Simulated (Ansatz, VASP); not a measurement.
# SnS2 (1T-SnS2 4 layers, AA) in two plane-wave programs, part 2 of 2

Wanted: the spread between two codes on one cell, functional and k mesh. The cell is taken from a series of runs on this material, whose earlier steps may have relaxed, scaled, displaced or heated it; both programs get it as it stands.

VASP 6.6.1 and Ansatz 0.2.0.

So far: The starting structure; VASP: single point, PBEsol with D3(BJ).

## 3. Ansatz: single point, PBEsol with D3(BJ)

Level of this step: Ansatz beside VASP: Kohn-Sham DFT, plane waves, PBEsol with D3(BJ) (Ansatz).

Ansatz runs on its default PAW (the set named soft_2) files.

The same cell, functional, mesh and smearing now go to Ansatz, which takes its cutoff from its data sets.

input.yaml

```yaml
crystal:
  lattice:
    - [3.6241024595, 0.0, 0.0]
    - [-1.8120512297, 3.1385647958, 0.0]
    - [0.0, 0.0, 37.6880243986]
  atoms:
    - { symbol: S, position: [0.6666666667, 0.3333333333, 0.2388026474] }
    - { symbol: Sn, position: [0.0, 0.0, 0.2780118141] }
    - { symbol: S, position: [0.3333333333, 0.6666666667, 0.3171915584] }
    - { symbol: S, position: [0.6666666667, 0.3333333333, 0.3868085451] }
    - { symbol: Sn, position: [0.0, 0.0, 0.4259432977] }
    - { symbol: S, position: [0.3333333333, 0.6666666667, 0.4650742699] }
    - { symbol: S, position: [0.6666666667, 0.3333333333, 0.5349257301] }
    - { symbol: Sn, position: [0.0, 0.0, 0.5740567023] }
    - { symbol: S, position: [0.3333333333, 0.6666666667, 0.6131914549] }
    - { symbol: S, position: [0.6666666667, 0.3333333333, 0.6828084416] }
    - { symbol: Sn, position: [0.0, 0.0, 0.7219881859] }
    - { symbol: S, position: [0.3333333333, 0.6666666667, 0.7611973526] }
kpoints:
  mp_grid: { grid: [18, 18, 1] }
  band_path:
    path: [[0, 0, 0], [0.5, 0, 0], [0.33333333, 0.33333333, 0], [0, 0, 0]]
    npoints: 16
hamiltonian:
  xc: pbesol
  dispersion: d3bj
scf:
  occupations: { method: fermi_dirac, width: 0.02585 }
  convergence: { dr2_threshold: 1.0e-10 }
efield:
  axis: 3
  dipole_correction: true
  ramp_position: 0.97
  ramp_width: 0.06
  amplitude: 0
output:
  dos: { projected: true, e_range: [-6, 5] }
  bader: true
  write_potential: true
  write_density: true
  volumetric_format: npy
  elf: true
```

Run with:

```sh
$ ansatz run input.yaml --threads 4 --pin off --max-ram 12288MiB --backend cpu --events-out ev --progress --plain --runs-dir out
```

Numbers of over 12 decimals in the logs are rounded to 6 here.

What it wrote:

```text
Engine: ansatz 0.2.0, aarch64-unknown-linux-gnu
Pseudopotentials: kind: paw
Pseudopotential: S, paw, valence charge 6, recommended cutoff 420 eV (normal), S.paw.azcp
Pseudopotential: Sn, paw, valence charge 14, recommended cutoff 420 eV (normal), Sn.paw.azcp
Functional definition: PBEsol
  exchange = pbesol_x
  correlation = pbesol_c
Crystal: 12 atoms, lattice volume = 428.682 Å³
Basis set: ecut = 420 eV, 8273 PW (Γ)
Bands: 64, of which v1, the nominal top of the filled ones, is band 52 counted from 1 (51 counted from 0)
Symmetry: 6 space group operations
k-points: 37 of 324 (time reversal used)
Non-local potential: S, projectors of the file, l = 0: 2, l = 1: 2, l = 2: 2
Non-local potential: Sn, projectors of the file, l = 0: 2, l = 1: 2, l = 2: 2, l = 3: 2
PAW form: soft (Blöchl's): semilocal exchange-correlation on the pseudo side does not see the compensation charge
PAW frozen core: S, regenerated for the run's functional, and the local potential with it (the file was generated under x = pbe(κ = 0.804, μ = 0.219515), c = pbe(β = 0.066725))
PAW frozen core: Sn, regenerated for the run's functional, and the local potential with it (the file was generated under x = pbe(κ = 0.804, μ = 0.219515), c = pbe(β = 0.066725))
PAW one-centre angular grid: S, 110 points (default); XC on 64 Gauss nodes
PAW one-centre angular grid: Sn, 590 points (default); XC on 64 Gauss nodes
Initial density: superposition of atomic densities (neutral atoms: chi_scale 0, normalization atom), corrected by the library's trained network
Initial wavefunctions: pseudopotential atomic-orbital guess
Functional: x = pbesol(κ = 0.804, μ = 0.123457), c = pbesol(β = 0.046)
SCF iter   1: F=—  HF=-30886.505473 eV  |F-HF|=—  |Δ(HF+E_count)|=         —  Δρ=3.97e-3  dr2=1.16e-1  ethr=1.77e-3  p=0.000 e·Å  D=5.91e-14 V/Å  ΔV_dip=-0.00 eV  dr2_dipole=8.73e-9  V_vac-E_F(+/−)=5.76/5.76 eV  ⟨swp⟩=12.0  Hψ=13297  notcnv=0  defer=35
efield: sawtooth ramp at fractional position 0.9700 (set: `efield.ramp_position`, or a place that a band, a saddle search or an elastic batch's reference lends), width 0.0600; the density the first Hamiltonian is built on has a dipole p = 0.000 e·Å; the dipole correction subtracts the counter field D = 5.91e-14 V/Å, which shifts the + side's vacuum level by -0.00 eV against the − side's; the planar-averaged density in the ramp window peaks in size at 1.1e-5 e/Å³
preconditioner: auto → Resta (q_TF=auto, 2.155 Å⁻¹)  ε∞=2.4  [insulator: Δε(μ)=1.185 eV  Ē_g=15.536 eV  σ=0.026 eV  W_gap=1.00  n_scr=78 (ndim 8)  ℏωp=18.3 eV  f_vac=0.398  D(μ)=0.00/eV (n_scr^D=0)  ε∞_Penn≈2.4  vacuum switching on, ρ_ref=1.8e-2 e/Å³]
SCF iter   2: F=—  HF=-30886.470366 eV  |F-HF|=—  |Δ(HF+E_count)|=   3.51e-2  Δρ=1.39e-3  dr2=1.54e-2  ethr=1.12e-4  p=0.000 e·Å  D=1.85e-5 V/Å  ΔV_dip=-0.00 eV  dr2_dipole=3.59e-8  V_vac-E_F(+/−)=5.80/5.80 eV  ⟨swp⟩=2.6  Hψ=3769  notcnv=0  defer=276
SCF iter   3: F=—  HF=-30886.469396 eV  |F-HF|=—  |Δ(HF+E_count)|=   9.70e-4  Δρ=7.74e-4  dr2=1.25e-2  ethr=1.48e-5  p=-0.000 e·Å  D=-2.13e-5 V/Å  ΔV_dip=0.00 eV  dr2_dipole=7.00e-8  V_vac-E_F(+/−)=5.77/5.77 eV  ⟨swp⟩=3.1  Hψ=4789  notcnv=0  defer=276
SCF iter   4: F=—  HF=-30886.468278 eV  |F-HF|=—  |Δ(HF+E_count)|=   1.12e-3  Δρ=3.33e-4  dr2=7.72e-4  ethr=1.21e-5  p=0.000 e·Å  D=1.01e-5 V/Å  ΔV_dip=-0.00 eV  dr2_dipole=1.82e-8  V_vac-E_F(+/−)=5.80/5.80 eV  ⟨swp⟩=2.0  Hψ=2657  notcnv=0  defer=276
SCF iter   5: F=—  HF=-30886.468423 eV  |F-HF|=—  |Δ(HF+E_count)|=   1.45e-4  Δρ=1.32e-4  dr2=6.97e-5  ethr=7.42e-7  p=-0.000 e·Å  D=-1.43e-5 V/Å  ΔV_dip=0.00 eV  dr2_dipole=3.32e-8  V_vac-E_F(+/−)=5.81/5.81 eV  ⟨swp⟩=2.2  Hψ=2771  notcnv=0  defer=276
SCF iter   6: F=—  HF=-30886.468476 eV  |F-HF|=—  |Δ(HF+E_count)|=   5.37e-5  Δρ=6.81e-5  dr2=2.36e-4  ethr=6.70e-8  p=0.000 e·Å  D=6.37e-5 V/Å  ΔV_dip=-0.00 eV  dr2_dipole=6.46e-7  V_vac-E_F(+/−)=5.80/5.80 eV  ⟨swp⟩=2.7  Hψ=3463  notcnv=0  defer=276
SCF iter   7: F=—  HF=-30886.468454 eV  |F-HF|=—  |Δ(HF+E_count)|=   2.27e-5  Δρ=1.19e-5  dr2=8.63e-7  ethr=6.70e-8  p=-0.000 e·Å  D=-5.63e-6 V/Å  ΔV_dip=0.00 eV  dr2_dipole=4.54e-9  V_vac-E_F(+/−)=5.81/5.81 eV  ⟨swp⟩=2.0  Hψ=2632  notcnv=0  defer=276
SCF iter   8: F=—  HF=-30886.468612 eV  |F-HF|=—  |Δ(HF+E_count)|=   1.58e-4  Δρ=4.27e-6  dr2=2.18e-7  ethr=8.30e-10  p=0.000 e·Å  D=2.68e-5 V/Å  ΔV_dip=-0.00 eV  dr2_dipole=1.16e-7  V_vac-E_F(+/−)=5.81/5.81 eV  ⟨swp⟩=2.2  Hψ=4054  notcnv=0  defer=276
SCF iter   9: F=—  HF=-30886.468612 eV  |F-HF|=—  |Δ(HF+E_count)|=   6.26e-8  Δρ=3.32e-6  dr2=3.86e-7  ethr=2.10e-10  p=-0.000 e·Å  D=-4.21e-5 V/Å  ΔV_dip=0.00 eV  dr2_dipole=2.88e-7  V_vac-E_F(+/−)=5.81/5.81 eV  ⟨swp⟩=2.3  Hψ=3686  notcnv=0  defer=276
SCF iter  10: F=—  HF=-30886.468612 eV  |F-HF|=—  |Δ(HF+E_count)|=   4.95e-8  Δρ=1.28e-6  dr2=4.60e-8  ethr=2.10e-10  p=-0.000 e·Å  D=-1.43e-5 V/Å  ΔV_dip=0.00 eV  dr2_dipole=3.22e-8  V_vac-E_F(+/−)=5.81/5.81 eV  ⟨swp⟩=2.0  Hψ=2534  notcnv=0  defer=276
SCF iter  11: F=—  HF=-30886.468612 eV  |F-HF|=—  |Δ(HF+E_count)|=   3.08e-9  Δρ=3.85e-7  dr2=3.26e-9  ethr=4.42e-11  p=-0.000 e·Å  D=-4.04e-6 V/Å  ΔV_dip=0.00 eV  dr2_dipole=2.38e-9  V_vac-E_F(+/−)=5.81/5.81 eV  ⟨swp⟩=2.0  Hψ=2608  notcnv=0  defer=276
SCF iter  12: F=—  HF=-30886.468612 eV  |F-HF|=—  |Δ(HF+E_count)|=  1.06e-10  Δρ=1.26e-7  dr2=4.09e-10  ethr=3.14e-12  p=-0.000 e·Å  D=-4.75e-7 V/Å  ΔV_dip=0.00 eV  dr2_dipole=3.28e-11  V_vac-E_F(+/−)=5.81/5.81 eV  ⟨swp⟩=2.2  Hψ=2942  notcnv=0  defer=276
SCF iter  13: F=—  HF=-30886.468612 eV  |F-HF|=—  |Δ(HF+E_count)|=  1.82e-11  Δρ=7.45e-8  dr2=1.30e-10  ethr=1.00e-12  p=-0.000 e·Å  D=-4.24e-7 V/Å  ΔV_dip=0.00 eV  dr2_dipole=1.92e-11  V_vac-E_F(+/−)=5.81/5.81 eV  ⟨swp⟩=13.8  Hψ=9497  notcnv=0
SCF iter  14: F=-30886.468612 eV  HF=-30886.468612 eV  |F-HF|=1.09e-11  |Δ(HF+E_count)|=  3.64e-11  Δρ=2.92e-8  dr2=1.30e-11  ethr=1.00e-12  p=0.000 e·Å  D=5.74e-9 V/Å  ΔV_dip=-0.00 eV  dr2_dipole=3.94e-14  V_vac-E_F(+/−)=5.81/5.81 eV  ⟨swp⟩=2.0  Hψ=3634  notcnv=0
SCF 1 converged in 14 iterations: F = -30886.468612 eV  dr2 = 1.30e-11
  greatest PAW one-centre occupation: 0.994 electrons in one spin orbital (limit 2), on the Sn atom at site 10 (counted from 0), in its partial waves of l = 2
NSCF: frozen V_eff on 49 k-points
efield: sawtooth ramp at fractional position 0.9700 (kept from the solve that this one continues, or follows in the run), width 0.0600; the density the first Hamiltonian is built on has a dipole p = 0.000 e·Å; the dipole correction subtracts the counter field D = 5.74e-9 V/Å, which shifts the + side's vacuum level by -0.00 eV against the − side's; the planar-averaged density in the ramp window peaks in size at 5.6e-8 e/Å³
WARN: The output density's exchange-correlation potential varies sharply where the density is thin. Do not read a vacuum level from v_tot or v_xc, or from such a field of the output density. On a cell that repeats whose density bears no net charge and no dipole along the vacuum's axis use v_es (v_loc + v_h of the components); under efield.dipole_correction with no amplitude use v_es + v_field, which holds any externa [...]
SCF converged after 14 iterations
Free energy (F): -30886.468612 eV
Harris-Foulkes:  -30886.468612 eV  (|F-HF|=1.09e-11)
Internal energy: -30886.468612 eV  (E = F + TS)
E sigma→0 (E₀):  -30886.468612 eV
Fermi energy:    2.453673 eV
Dipole field:    D = -0.000000 V/Å  (p = -0.000000 e·Å, saw-weighted, corrected)
Work function:   Φ+ = 5.8079 eV   Φ− = 5.8078 eV
Levels:          The Fermi level and band energies are counted from a zero that moves with the ramp; work functions are not
--- Per-component energies (eV) ---
  E_band       = -981.075917
  E_kinetic    = 1606.669217
  E_local      = -100038.591095  (includes V_loc(G=0)·N_el)
  E_nonlocal   = 116.974604
  E_hartree    = 49955.578644
  E_xc         = -2279.845624
  E_vxc        = -1080.714892  (∫ρ·V_xc dr)
  E_paw        = -20958.306780  (= ΣΔE_a)
  E_vpaw       = -1496.571255  (= ΣTr[D̂ρ^β])
  E_aug_tail   = 0.000010  (compensation charges beyond the density's cutoff)
  E_efield     = 0.000000  (sawtooth field / dipole correction)
  E_vefield    = 0.000000  (∫n·V_field dr)
  E_ewald      = 40712.698125
  E_disp       = -3.280667  (pairwise vdW)
  E_core_change = 1.634953  (= ΣΔE_core)
  E_smearing   = -0.000000  (= −TS)
  E_closure    = -0.000000  (closes the sum)
  Σ components = -30886.468612   (vs F -30886.468612, Δ=0.00e0)
--- Band table (eV; the first three rows and the last of 37) ---
  k-point 0: bands = [... 48 lower, 1.4627, 1.5009, 1.5009, 1.6827, 3.7137, 4.1002, 4.5581, 4.9003, ... 8 higher]
  k-point 1: bands = [... 48 lower, 1.4206, 1.5046, 1.5467, 1.7453, 3.9498, 4.2571, 4.6234, 4.8774, ... 8 higher]
  k-point 2: bands = [... 48 lower, 1.4521, 1.5536, 1.6085, 1.8006, 4.3864, 4.5042, 4.6477, 4.7781, ... 8 higher]
  k-point 36: bands = [... 48 lower, 1.0253, 1.0253, 1.4032, 1.4032, 3.5018, 3.8932, 4.3872, 4.7881, ... 8 higher]
--- Bader charges: 12 sites ---
  site symbol  charge [e]  shift [e]
     0      S     -0.7622     0.0005
     1     Sn      1.5171     0.0011
     2      S     -0.7555     0.0006
     3      S     -0.7542     0.0006
     4     Sn      1.5098     0.0011
     5      S     -0.7551     0.0006
     6      S     -0.7550     0.0006
     7     Sn      1.5098     0.0011
     8      S     -0.7542     0.0006
     9      S     -0.7555     0.0006
    10     Sn      1.5171     0.0011
    11      S     -0.7621     0.0005
  estimated error of the sums over rays = 7.0e-4 e
```

Reading the cycles: dr2 is the Hartree energy of the density residual (eV), the measure of convergence; HF is the Harris–Foulkes estimate of the energy, which meets the free energy F at convergence.

## 4. Differences

Known differences besides the potentials themselves: the cutoff is 420 eV in Ansatz and 400 eV in VASP; Ansatz makes its cores anew for this functional, VASP keeps those of its PBE data sets. Total energies have different zeros and are not compared.

The two programs side by side:

| quantity | Ansatz | VASP | difference |
| --- | --- | --- | --- |
| gap on the k mesh (eV) | 1.218 | 1.230 | -0.012 |

A gap on the mesh is an upper bound, since the band edges may lie between its points. With vacuum in the cell, a pressure given here is an average over mostly empty space and none of the material.

## 5. Outcome

| Property | Result |
| --- | --- |
| difference in gap on the k mesh (single point, PBEsol with D3(BJ)) | -0.012 eV |

In words: The difference in gap on the k mesh is -0.012 eV (single point, PBEsol with D3(BJ)), within the 0.08 eV picked in this series as the mark of a large difference. Such differences can come from data sets, numerical settings and the points named under the comparisons, not from the functional's error against experiment.

[Lines on the potential files, build, host, timing and source positions are cut from VASP's logs without a mark.]

[Logs are printed without paths, hosts, clocks, repeated set-up lines and the standing remarks that a program may print on its own settings, such as how far it seeks lower states.]

[Hosts, paths, dates, database ids (printed as entryN), source tags and the programs' standing remarks are cut or masked in the printed files.]
